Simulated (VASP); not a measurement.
Set up this calculation in VASP 6.6.1, as the native input.

- Task: single point
- Functional: LDA
- Potentials or basis: VASP PAW LDA potentials, release 64 (Pb_d, C)
- Cutoff: 520 eV
- k mesh: 10 × 10 × 10
- Occupations: gaussian, width 0.02 eV
- Spin: no spin polarisation
- Dipole correction: no
- Further INCAR settings: ALGO = Normal; EDIFF = 1e-06; NBANDS = 18

The structure of PbC2 lies in POSCAR:

```
PbC2
1.0
   -1.9994863304      1.9994863304      3.3076665494
    1.9994863304     -1.9994863304      3.3076665494
    1.9994863304      1.9994863304     -3.3076665494
Pb C
1 2
Direct
    0.0000000000      0.0000000000      0.0000000000
    0.5952001761      0.5952001761      0.0000000000
    0.4047998239      0.4047998239      0.0000000000
```

The cell comes from a database or a generator and needn't be the stable form of this composition.

These files were run (other wordings do the same):

INCAR

```
SYSTEM = PbC2
PREC = Accurate ; ENCUT = 520
EDIFF = 1E-6 ; ISMEAR = 0
SIGMA = 0.02 ; LREAL = .FALSE.
LASPH = .TRUE. ; NELM = 60
ALGO = Normal ; ISIF = 2
LWAVE = .FALSE. ; LCHARG = .FALSE.
GGA = CA ; NBANDS = 18
```

KPOINTS

```
Automatic mesh
0
G
  10 10 10
  0 0 0
```

Potentials or basis: VASP PAW LDA potentials, release 64 (Pb_d, C).

Command:

```console
$ cat potpaw_LDA.64/Pb_d/POTCAR potpaw_LDA.64/C/POTCAR > POTCAR
$ mpirun -np 1 vasp_std > vasp.out
```

It gave:

```
Pressure               : 0.2 GPa
Largest force          : 0.086 eV/Å
Band gap on the k mesh : 1.58 eV, indirect (least direct gap 2.23 eV)
```

Caveat: the standard files for N, O and F lose accuracy on very short bonds; spin-orbit coupling is left out, which as a rule narrows the gap of such compounds by several tenths of an eV.

It took 60 s on 1 thread of Intel(R) Xeon(R) Platinum 8488C (Sapphire Rapids) (shared host), peak memory 0.21 GiB.
